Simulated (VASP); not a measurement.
An input for Quantum ESPRESSO's pw.x (written as the equivalent of a VASP run, and not itself run):

```
&CONTROL
  calculation = 'vc-relax'
  pseudo_dir = './pseudo'
  outdir = './out'
  tprnfor = .true.
  tstress = .true.
  nstep = 40
  forc_conv_thr = 0.00078
/
&SYSTEM
  ibrav = 0
  nat = 1
  ntyp = 1
  ecutwfc = 42
  occupations = 'smearing'
  smearing = 'methfessel-paxton'
  degauss = 0.00735
  input_dft = 'pz'
/
&ELECTRONS
  conv_thr = 7.3e-08
  electron_maxstep = 100
/
&IONS
/
&CELL
  press = 50
/
ATOMIC_SPECIES
  Rb 85.468 Rb.upf
CELL_PARAMETERS angstrom
    -2.2374996    2.2374996    2.2374996
     2.2374996   -2.2374996    2.2374996
     2.2374996    2.2374996   -2.2374996
ATOMIC_POSITIONS crystal
  Rb   0.0000000  0.0000000  0.0000000
K_POINTS automatic
  12 12 12 0 0 0
```

Q: Write the VASP files for the same calculation (LDA).

A: One answer among several that fit: 
### INCAR
```
# general
SYSTEM  = Rb
PREC    = Accurate
ENCUT   = 500
LREAL   = .FALSE.
LASPH   = .TRUE.

# electronic loop
EDIFF   = 1E-6
NELM    = 100
ALGO    = Normal
LMAXMIX = 4

# smearing
ISMEAR  = 1
SIGMA   = 0.1

# ions
IBRION  = 2
NSW     = 40
ISIF    = 3
EDIFFG  = -0.02
PSTRESS = 50

# output
LWAVE   = .FALSE.
LCHARG  = .FALSE.
```

### KPOINTS
```
Automatic mesh
0
Gamma
12 12 12
0 0 0
```

POSCAR:
```
Rb
1
   -2.2374996024     2.2374996024     2.2374996024
    2.2374996024    -2.2374996024     2.2374996024
    2.2374996024     2.2374996024    -2.2374996024
Rb
1
Direct
  0.0000000000   0.0000000000   0.0000000000
```

POTCAR, in this order: Rb_sv (LDA.64 set). Program: vasp_std.

The two are equivalent in intent, not identical: the potentials are each code's own (VASP's PAW set, PseudoDojo norm-conserving files in pw.x), so ENCUT and ecutwfc are chosen apart and not converted; conv_thr bounds pw.x's estimated SCF error, while EDIFF bounds the energy change between steps; forc_conv_thr acts on force components and is met together with etot_conv_thr.

The compound is Rb in the bcc structure. It was relaxed first under an external pressure of 5 GPa.
